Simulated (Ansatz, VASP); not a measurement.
# PtSe2 (PtSe2 (P-3m1)) in two plane-wave programs, part 2 of 2

Aim: how closely do two programs agree when they are given the same cell, functional and k mesh? The cell is taken from a series of runs on this material, whose earlier steps may have relaxed, scaled, displaced or heated it; both programs get it as it stands.

VASP 6.6.1 and Ansatz 0.2.0.

So far: The starting structure; VASP: relaxation of cell and atoms, r2SCAN.

## (3) Ansatz: relaxation of cell and atoms, r2SCAN

Level of this step: Ansatz beside VASP: Kohn-Sham DFT, plane waves, r2SCAN (Ansatz).

Ansatz runs on its default PAW (the set named soft_2) files.

The same cell, functional, mesh and smearing now go to Ansatz.

Input file input.yaml:

```yaml
crystal:
  lattice:
    - [3.7173065, 0.0, 0.0]
    - [-1.8586533, 3.2192819, 0.0]
    - [0.0, 0.0, 5.820074]
  atoms:
    - { symbol: Pt, position: [0.0, 0.0, 0.0] }
    - { symbol: Se, position: [0.66666667, 0.33333333, 0.77461184] }
    - { symbol: Se, position: [0.33333333, 0.66666667, 0.22538816] }
basis:
  ecutwfc: 500
  xc_grid: 2
hamiltonian:
  xc: r2scan
kpoints:
  mp_grid: { grid: [8, 8, 5] }
scf:
  occupations: { method: fermi_dirac, width: 0.01 }
  max_iter: 150
output:
  forces: true
  stress: true
relax:
  f_tol: 0.01
  max_steps: 60
  cell: {}
checkpoint:
  write: "../r2scan.run"
  compress: false
  write_wavefunctions: false
  write_every: 100000
```

Run with:

```
$ ansatz run input.yaml --threads 1 --pin off --max-ram 2355MiB --backend cpu --events-out ev --progress --plain --runs-dir out
```

Numbers of over 12 decimals in the logs are rounded to 6 here.

The log of the run:

```text
Engine: ansatz 0.2.0, aarch64-unknown-linux-gnu
Pseudopotentials: kind: paw
Pseudopotential: Pt, paw, valence charge 18, recommended cutoff 500 eV (meta_gga), Pt.paw.azcp
Pseudopotential: Se, paw, valence charge 16, recommended cutoff 500 eV (meta_gga), Se.paw.azcp
Functional definition: r2SCAN
  parameter k0 = 0.174
  parameter k1 = 0.065
  parameter a1 = 4.9479
  exchange = r2scan_x(k0 = k0, k1 = k1, a1 = a1)
  correlation = r2scan_c
Crystal: 3 atoms, lattice volume = 69.649 Å³
Basis set: ecut = 500 eV, 1773 PW (Γ), exchange–correlation on 60×60×90 points (8 copies of the dense FFT grid, shifted against one another)
Bands: 30, of which v1, the nominal top of the filled ones, is band 25 counted from 1 (24 counted from 0)
Symmetry: 12 space group operations
Space group: P-3m1 (ITA 164), of the structure as read, at distance tolerance 4.1e-5 Å
k-points: 40 of 320
Non-local potential: Pt, projectors of the file, l = 0: 3, l = 1: 2, l = 2: 2, l = 3: 1
Non-local potential: Se, projectors of the file, l = 0: 2, l = 1: 2, l = 2: 3, l = 3: 1
PAW form: soft (Blöchl's): semilocal exchange-correlation on the pseudo side does not see the compensation charge
PAW frozen core: Pt, regenerated for the run's functional (the file was generated under x = pbe(κ = 0.804, μ = 0.219515), c = pbe(β = 0.066725))
PAW frozen core: Se, regenerated for the run's functional (the file was generated under x = pbe(κ = 0.804, μ = 0.219515), c = pbe(β = 0.066725))
PAW one-centre angular grid: Pt, 590 points (default); XC on 160 Gauss nodes
PAW one-centre angular grid: Se, 590 points (default); XC on 160 Gauss nodes
Initial density: superposition of atomic densities (neutral atoms: chi_scale 0, normalization atom), corrected by the library's trained network
Initial wavefunctions: pseudopotential atomic-orbital guess
Functional: x = r2scan, c = r2scan; τ floored in thin density (d = 2e-4 eV/Å³)
SCF iter   1: F=—  HF=-23494.380311 eV  |F-HF|=—  |Δ(HF+E_count)|=         —  Δρ=6.05e-3  dr2=1.12e-2  dr2_τ=5.96e-2  ethr=1.77e-3  ⟨swp⟩=6.3  Hψ=4777  notcnv=0
preconditioner: auto → Resta (q_TF=auto, 2.582 Å⁻¹)  ε∞=5.0  [insulator: Δε(μ)=0.656 eV  Ē_g=10.405 eV  σ=0.010 eV  W_gap=1.00  n_scr=22 (ndim 8)  ℏωp=20.9 eV  f_vac=0.134  D(μ)=0.00/eV (n_scr^D=0)  ε∞_Penn≈5.0]
SCF iter   2: F=—  HF=-23494.413873 eV  |F-HF|=—  |Δ(HF+E_count)|=   3.36e-2  Δρ=3.87e-3  dr2=4.48e-3  dr2_τ=4.21e-4  ethr=2.25e-5  ⟨swp⟩=2.5  Hψ=2620  notcnv=0  defer=40
SCF iter   3: F=—  HF=-23494.414929 eV  |F-HF|=—  |Δ(HF+E_count)|=   1.06e-3  Δρ=1.19e-3  dr2=7.88e-4  dr2_τ=1.27e-4  ethr=8.96e-6  ⟨swp⟩=2.0  Hψ=1444  notcnv=0
automatic band count: iteration 3 solves 29 bands in place of 30: the levels show a gap, and the empty bands left out lie too high to hold charge; the band table lists the bands solved (type scf.n_extra_bands for more)
SCF iter   4: F=—  HF=-23494.415049 eV  |F-HF|=—  |Δ(HF+E_count)|=   1.20e-4  Δρ=3.42e-4  dr2=1.18e-4  dr2_τ=2.01e-5  ethr=1.58e-6  ⟨swp⟩=2.0  Hψ=1731  notcnv=0
SCF iter   5: F=—  HF=-23494.415048 eV  |F-HF|=—  |Δ(HF+E_count)|=   1.39e-6  Δρ=1.79e-4  dr2=1.33e-5  dr2_τ=9.45e-7  ethr=2.37e-7  ⟨swp⟩=2.8  Hψ=1986  notcnv=0
SCF iter   6: F=—  HF=-23494.415057 eV  |F-HF|=—  |Δ(HF+E_count)|=   8.98e-6  Δρ=2.77e-5  dr2=6.13e-7  dr2_τ=4.45e-8  ethr=2.66e-8  ⟨swp⟩=2.9  Hψ=1938  notcnv=0
SCF iter   7: F=-23494.415057 eV  HF=-23494.415057 eV  |F-HF|=1.71e-8  |Δ(HF+E_count)|=   3.71e-7  Δρ=5.18e-6  dr2=1.71e-8  dr2_τ=9.33e-10  ethr=2.00e-10  ⟨swp⟩=4.6  Hψ=4380  notcnv=0
SCF 1 converged in 7 iterations: F = -23494.415057 eV  dr2 = 1.71e-8
  greatest PAW one-centre occupation: 1.000 electrons in one spin orbital (limit 2), on the Pt atom at site 0 (counted from 0), in its partial waves of l = 0
relax step   1: F+E_penalty+E_count = -23494.41505711 eV  Δ(F+E_penalty+E_count) = +0.000e0 eV  max|allowed force component| = 7.186e-3 eV/Å  Δτ_max = 0.0000 Å  P = -0.019 GPa  Ω = 69.649 Å³  (7 SCF iters, dr2 threshold 1.00e-7 eV, accepted)
Initial density: handed on by an earlier stage of this run
Initial wavefunctions: pseudopotential atomic-orbital guess (no wavefunctions were taken with the density)
iter 1 solved again at ethr=9.70e-8 eV; its pass at ethr=3.10e-3 eV (dr2=4.85e-5 eV) is discarded
SCF iter   1: F=—  HF=-23494.415052 eV  |F-HF|=—  |Δ(HF+E_count)|=         —  Δρ=5.14e-6  dr2=1.62e-8  dr2_τ=9.68e-10  ethr=9.70e-8  ⟨swp⟩=3.3  Hψ=8294  notcnv=0
eigensolver tolerance schedule: the retry pair's looser diagonalisation over-reported the residual by 2995.83 of it (diagonalisation noise at 0.10 of the residual, at the tolerance the schedule requests for it); recorded, not acted on — ethr = c·dr2/N_el stays at c = 1.0e-1
preconditioner: auto → Resta (q_TF=auto, 2.582 Å⁻¹)  ε∞=5.0  [insulator: Δε(μ)=0.682 eV  Ē_g=10.393 eV  σ=0.010 eV  W_gap=1.00  n_scr=22 (ndim 8)  ℏωp=20.9 eV  f_vac=0.142  D(μ)=0.00/eV (n_scr^D=0)  ε∞_Penn≈5.0]
SCF iter   2: F=—  HF=-23494.415057 eV  |F-HF|=—  |Δ(HF+E_count)|=   4.72e-6  Δρ=3.41e-6  dr2=7.42e-9  dr2_τ=2.61e-10  ethr=3.24e-11  ⟨swp⟩=3.0  Hψ=2010  notcnv=0
SCF iter   3: F=—  HF=-23494.415057 eV  |F-HF|=—  |Δ(HF+E_count)|=   9.69e-9  Δρ=9.52e-7  dr2=8.14e-10  dr2_τ=9.41e-11  ethr=1.48e-11  ⟨swp⟩=2.0  Hψ=1640  notcnv=0
SCF iter   4: F=—  HF=-23494.415057 eV  |F-HF|=—  |Δ(HF+E_count)|=  4.95e-10  Δρ=3.30e-7  dr2=1.39e-10  dr2_τ=1.32e-11  ethr=1.63e-12  ⟨swp⟩=2.0  Hψ=2040  notcnv=0
SCF iter   5: F=-23494.415057 eV  HF=-23494.415057 eV  |F-HF|=0.00e0  |Δ(HF+E_count)|=    0.00e0  Δρ=1.73e-7  dr2=2.74e-11  dr2_τ=2.13e-12  ethr=1.00e-12  ⟨swp⟩=6.0  Hψ=5225  notcnv=0
SCF 2 converged in 5 iterations: F = -23494.415057 eV  dr2 = 2.74e-11
relax step   2: F+E_penalty+E_count = -23494.41505712 eV  Δ(F+E_penalty+E_count) = -3.874e-9 eV  max|allowed force component| = 7.179e-3 eV/Å  Δτ_max = 0.0000 Å  P = -0.019 GPa  Ω = 69.649 Å³  stress off target by 2.09e-2 GPa  SCF on the basis re-selected at this cell (its energy is not comparable with the rows above)  (5 SCF iters)
basis re-selected at this cell: Δ(F+E_penalty+E_count) = -3.874e-9 eV, ΔP = -0.000 GPa vs the last step (what re-selecting the basis moved, of the pressure what is left beyond the Pulay correction that the steps carried, after the strain that the cell walked since its last selection, with what the two solves' SCF thresholds leave and, on support functions, any second-order correction that the steps lacked; it is no m [...]
SCF converged after 5 iterations
Free energy (F): -23494.415057 eV
Harris-Foulkes:  -23494.415057 eV  (|F-HF|=0.00e0)
Internal energy: -23494.415057 eV  (E = F + TS)
E sigma→0 (E₀):  -23494.415057 eV
Fermi energy:    10.571757 eV
--- Per-component energies (eV) ---
  E_band       = -1116.348853
  E_kinetic    = 873.430145
  E_local      = -7914.330232  (includes V_loc(G=0)·N_el)
  E_nonlocal   = -988.057381
  E_hartree    = 3657.804389
  E_xc         = -446.325156
  E_vxc        = -548.829814  (∫ρ·V_xc dr)
  E_paw        = -13330.972681  (= ΣΔE_a)
  E_vpaw       = 113.705442  (= ΣTr[D̂ρ^β])
  E_aug_tail   = -0.000273  (compensation charges beyond the density's cutoff)
  E_vtau       = 32.124315  (kinetic-family band-sum trace: ∫τ·v_τ [+ j·A + Jᵃ·Aᵃ] dr)
  E_ewald      = -5342.202834
  E_core_change = -3.761035  (= ΣΔE_core)
  E_smearing   = -0.000000  (= −TS)
  E_closure    = 0.000000  (closes the sum)
  Σ components = -23494.415057   (vs F -23494.415057, Δ=0.00e0)
--- Forces (eV/Å), atoms counted from 1 ---
  atom   1  Pt     0.00000000    -0.00000000     0.00000000
  atom   2  Se     0.00000000    -0.00000000     0.00717906
  atom   3  Se    -0.00000000     0.00000000    -0.00717906
  max |Σ_I F_I| component: 2.31e-18 eV/Å
--- Stress (GPa, compression-positive) ---
       -0.020890       0.000000      -0.000000
        0.000000      -0.020890       0.000000
       -0.000000       0.000000      -0.016110
  P = ⅓ Tr σ = -0.0193 GPa (-0.193 kbar)
--- Relaxed structure (1 steps of the walk, 1 accepted, 1 SCFs on fresh bases) ---
  F+E_penalty+E_count = -23494.41505712 eV   max|allowed force component| = 7.179e-3 eV/Å   (the final SCF, on the basis selected at the relaxed cell)
  cell:  # Å, volume = 69.6492 Å³
    - [3.717307, 2.886751358325062e-8, 0.0]
    - [-1.858653, 3.219282, 0.0]
    - [0.0, 0.0, 5.820074]
  atoms:
    - { symbol: Pt, position: [0.0, 0.0, 0.0] }
    - { symbol: Se, position: [0.666667, 0.333333, 0.77461184] }
    - { symbol: Se, position: [0.333333, 0.666667, 0.225388] }
```

## (4) Differences

Known differences besides the potentials themselves: VASP keeps PBE cores, Ansatz makes them for the functional; the data sets hold 50 valence electrons in Ansatz (on its default PAW (the set named soft_2) files) and 22 in VASP; the cutoff is 500 eV in Ansatz and 550 eV in VASP; Ansatz adds a Pulay correction to the stress that steers its cell, VASP none. Total energies have different zeros and are not compared.

Compared:

| quantity | Ansatz | VASP | difference |
| --- | --- | --- | --- |
| volume (Å³) | 69.65 | 69.67 | -0.03 % |
| edge a after relaxation, in the typed setting (Å) | 3.717 | 3.718 | -0.02 % |
| edge c after relaxation, in the typed setting (Å) | 5.820 | 5.820 | +0.00 % |

## (5) Results

- difference in volume (relaxation of cell and atoms, r2SCAN): -0.035 %

In words: The difference in volume is -0.035 % (relaxation of cell and atoms, r2SCAN), within the 1.2 % picked in this series as the mark of a large difference, as far as the stopping tolerances let one tell. The data sets hold unlike numbers of valence electrons (50 in Ansatz and 22 in VASP), so part of the differences comes from the potentials. Such differences can come from data sets, numerical settings and the points named under the comparisons, not from the functional's error against experiment.

[Lines on the potential files, build, host, timing and source positions are cut from VASP's logs without a mark.]

[Logs are printed without paths, hosts, clocks, repeated set-up lines and the standing remarks that a program may print on its own settings, such as how far it seeks lower states.]

[Hosts, paths, dates, database ids (printed as entryN), source tags and the programs' standing remarks are cut or masked in the printed files.]
